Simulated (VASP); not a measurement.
All values below come from TPSS meta-GGA, VASP's PBE PAW potentials (set 64) (plane waves; VASP).

The input files of a VASP run:

File POSCAR:
```
K
1
   -2.6219983913     2.6219983913     2.6219983913
    2.6219983913    -2.6219983913     2.6219983913
    2.6219983913     2.6219983913    -2.6219983913
K
1
Direct
  0.0000000000   0.0000000000   0.0000000000
```

### INCAR
```
SYSTEM  =  K
PREC  =  Accurate; ENCUT  =  520; LREAL  =  .FALSE.
LASPH  =  .TRUE.
EDIFF  =  1E-7; NELM  =  200; ALGO  =  All
LMIXTAU  =  .TRUE.
ISMEAR  =  1; SIGMA  =  0.1
METAGGA  =  TPSS
ISIF  =  2
LWAVE  =  .FALSE.; LCHARG  =  .FALSE.
```

File KPOINTS:
```
Automatic mesh
0
Gamma
10 10 10
0 0 0
```

POTCAR, in this order: K_sv (PBE.64 set). Program: vasp_std.

Task: Estimate the energy per atom (σ→0).

Result: 
```json
{
  "energy per atom (σ→0)": "-7398 meV/atom"
}
```

### OSZICAR
```
...
CGA:  29    -0.739834849535E+01   -0.10452E-05   -0.10188E-05   376   0.113E-05   0.270E-06
CGA:  30    -0.739834944554E+01   -0.95019E-06   -0.93658E-06   376   0.848E-06   0.740E-07
SDA:  31    -0.739834977956E+01   -0.33402E-06   -0.37324E-06   376   0.469E-06   0.328E-06
CGA:  32    -0.739835006783E+01   -0.28827E-06   -0.28684E-06   376   0.207E-06   0.171E-07
SDA:  33    -0.739835022549E+01   -0.15766E-06   -0.19911E-06   376   0.498E-06  -0.106E-06
CGA:  34    -0.739835033887E+01   -0.11338E-06   -0.12159E-06   376   0.106E-06   0.238E-07
SDA:  35    -0.739835041235E+01   -0.73481E-07   -0.70323E-07   376   0.712E-07   0.341E-07
   1 F= -.73983504E+01 E0= -.73979867E+01  d E =-.109120E-02
```

The compound is K in the bcc structure. This cell is one point of a volume scan, at 0.94 of the reference volume.
